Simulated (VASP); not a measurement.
Output of a VASP run:

File OUTCAR:
```
 ion  position               nearest neighbor table
   1  0.000  0.000  0.000-   2 2.42   2 2.42   2 2.42   2 2.42   2 2.42   2 2.42
   2  0.500  0.500  0.500-   1 2.42   1 2.42   1 2.42   1 2.42   1 2.42   1 2.42
  LATTYP: Found a face centered cubic cell.
 ALAT       =     4.8390962398
 Subroutine PRICEL returns:
 Original cell was already a primitive cell.
 Subroutine GETGRP returns: Found 48 space group operations
The static configuration has the point symmetry O_h .
The dynamic configuration has the point symmetry O_h .
 Subroutine INISYM returns: Found 48 space group operations
 Subroutine IBZKPT returns following result:
 Found     35 irreducible k-points:

 Following reciprocal coordinates:
            Coordinates               Weight
  0.000000  0.000000  0.000000      1.000000
  0.111111  0.000000  0.000000      8.000000
  0.222222  0.000000  0.000000      8.000000
  0.333333  0.000000  0.000000      8.000000
  0.444444  0.000000  0.000000      8.000000
  0.111111  0.111111  0.000000      6.000000
  0.222222  0.111111  0.000000     24.000000
  0.333333  0.111111  0.000000     24.000000
  0.444444  0.111111  0.000000     24.000000
 -0.444444  0.111111  0.000000     24.000000
 -0.333333  0.111111  0.000000     24.000000
 -0.222222  0.111111  0.000000     24.000000
 -0.111111  0.111111  0.000000     12.000000
  0.222222  0.222222  0.000000      6.000000
  0.333333  0.222222  0.000000     24.000000
  0.444444  0.222222  0.000000     24.000000
 -0.444444  0.222222  0.000000     24.000000
 -0.333333  0.222222  0.000000     24.000000
 -0.222222  0.222222  0.000000     12.000000
  0.333333  0.333333  0.000000      6.000000
  0.444444  0.333333  0.000000     24.000000
 -0.444444  0.333333  0.000000     24.000000
 -0.333333  0.333333  0.000000     12.000000
  0.444444  0.444444  0.000000      6.000000
 -0.444444  0.444444  0.000000     12.000000
  0.333333  0.222222  0.111111     24.000000
  0.444444  0.222222  0.111111     48.000000
 -0.444444  0.222222  0.111111     48.000000
  0.444444  0.333333  0.111111     24.000000
 -0.444444  0.333333  0.111111     48.000000
 -0.333333  0.333333  0.111111     48.000000
 -0.222222  0.333333  0.111111     24.000000
 -0.444444  0.444444  0.111111     24.000000
 -0.333333  0.444444  0.111111     24.000000
 -0.333333  0.444444  0.222222     24.000000
   k-points           NKPTS =     35   k-points in BZ     NKDIM =     35   number of bands    NBANDS=     12
   number of dos      NEDOS =    301   number of ions     NIONS =      2
   total plane-waves  NPLWV =  21952
   dimension x,y,z NGX =    28 NGY =   28 NGZ =   28
   dimension x,y,z NGXF=    56 NGYF=   56 NGZF=   56
   ions per type =               1   1
   PREC   = accura    normal or accurate (medium, high low for compatibility)
   ISTART =      0    job   : 0-new  1-cont  2-samecut
   ICHARG =      2    charge: 1-file 2-atom 10-const
   ISPIN  =      1    spin polarized calculation?
   LNONCOLLINEAR =      F non collinear calculations
   LSORBIT =      F    spin-orbit coupling
   INIWAV =      1    electr: 0-lowe 1-rand  2-diag
   ENCUT  =  620.0 eV  45.57 Ry    6.75 a.u.   6.95  6.95  6.95*2*pi/ulx,y,z
   NELM   =    100;   NELMIN=  2; NELMDL= -5     # of ELM steps
   EDIFF  = 0.1E-05   stopping-criterion for ELM
   LREAL  =      F    real-space projection
   NLSPLINE    = F    spline interpolate recip. space projectors
   LMAXMIX     =    2 max onsite mixed and CHGCAR
   VOSKOWN=      0    Vosko Wilk Nusair interpolation
   EDIFFG = -.2E-01   stopping-criterion for IOM
   NSW    =     40    number of steps for IOM
   NBLOCK =      1;   KBLOCK =     40    inner block; outer block
   IBRION =      2    ionic relax: 0-MD 1-quasi-New 2-CG
   NFREE  =      1    steps in history (QN), initial steepest desc. (CG)
   ISIF   =      3    stress and relaxation
   ISYM   =      2    0-nonsym 1-usesym 2-fastsym
   TEIN   =    0.0    initial temperature
   TEBEG  =    0.0;   TEEND  =   0.0 temperature during run
...
```

**OSZICAR**
```
       N       E                     dE             d eps       ncg     rms          rms(c)
DAV:   1     0.146778940128E+03    0.14678E+03   -0.95830E+03   840   0.154E+03
DAV:   2    -0.620183130291E+01   -0.15298E+03   -0.14431E+03   932   0.362E+02
DAV:   3    -0.142242140285E+02   -0.80224E+01   -0.79444E+01  1072   0.832E+01
DAV:   4    -0.145141508613E+02   -0.28994E+00   -0.28968E+00  1244   0.142E+01
DAV:   5    -0.145173750972E+02   -0.32242E-02   -0.32236E-02  1004   0.161E+00    0.856E+00
DAV:   6    -0.128543448602E+02    0.16630E+01   -0.88377E+00   976   0.276E+01    0.369E+00
DAV:   7    -0.128092511618E+02    0.45094E-01   -0.73413E-01  1160   0.844E+00    0.175E+00
DAV:   8    -0.128100266110E+02   -0.77545E-03   -0.82343E-02   892   0.331E+00    0.437E-01
DAV:   9    -0.128079746301E+02    0.20520E-02   -0.25237E-02  1052   0.129E+00    0.137E-01
DAV:  10    -0.128084332127E+02   -0.45858E-03   -0.22243E-03   900   0.482E-01    0.251E-02
DAV:  11    -0.128084864477E+02   -0.53235E-04   -0.35822E-04  1196   0.156E-01    0.298E-02
DAV:  12    -0.128084726813E+02    0.13766E-04   -0.55214E-05   988   0.817E-02    0.521E-03
DAV:  13    -0.128084725097E+02    0.17160E-06   -0.42869E-06  1072   0.203E-02
   1 F= -.12808473E+02 E0= -.12808473E+02  d E =-.128085E+02
```

**OUTCAR**
```
------------------------ aborting loop because EDIFF is reached ----------------------------------------
  FORCE on cell =-STRESS in cart. coord.  units (eV):
  Direction    XX          YY          ZZ          XY          YZ          ZX
  --------------------------------------------------------------------------------------
  Total       -0.0227275     -0.0227275     -0.0227275      0.0000000     -0.0000000     -0.0000000
  in kB       -1.2853739     -1.2853739     -1.2853739      0.0000000     -0.0000000     -0.0000000
  external PRESSURE =      -1.2853739 kB  Pullay stress =       0.0000000 kB
  volume of cell :       28.33
      direct lattice vectors                 reciprocal lattice vectors
     0.000000000  2.419548120  2.419548120    -0.206650157  0.206650157  0.206650157
     2.419548120  0.000000000  2.419548120     0.206650157 -0.206650157  0.206650157
     2.419548120  2.419548120  0.000000000     0.206650157  0.206650157 -0.206650157
  FREE ENERGIE OF THE ION-ELECTRON SYSTEM (eV)
  ---------------------------------------------------
  free  energy   TOTEN  =       -12.8084725097 eV

  energy  without entropy=      -12.8084725097  energy(sigma->0) =      -12.80847251

 reached required accuracy - stopping structural energy minimisation
```
(Selected blocks of OUTCAR.)

**POSCAR**
```
CaO
1
    0.0000000000     2.4195481199     2.4195481199
    2.4195481199    -0.0000000000     2.4195481199
    2.4195481199     2.4195481199     0.0000000000
Ca O
1 1
Direct
  0.0000000000   0.0000000000   0.0000000000
  0.5000000000   0.5000000000   0.5000000000
```

Question: Reconstruct the remaining input files.

Answer: One answer among several that fit: the input of the run itself, PBE GGA, plane waves, VASP's PBE PAW potentials (set 64).

### INCAR
```
# general
SYSTEM=CaO
PREC  =Accurate
ENCUT =620
LREAL =.FALSE.
LASPH =.TRUE.

# electronic loop
EDIFF =1E-6
NELM  =100
ALGO  =Normal

# smearing
ISMEAR=0
SIGMA =0.05

# functional
GGA   =PE

# ions
IBRION=2
NSW   =40
ISIF  =3
EDIFFG=-0.02

# output
LWAVE =.FALSE.
LCHARG=.FALSE.
```

File KPOINTS:
```
Automatic mesh
0
Gamma
9 9 9
0 0 0
```

POTCAR, in this order: Ca_sv O (PBE.64 set). Program: vasp_std.

The compound is CaO in the rock salt structure. It was relaxed first.
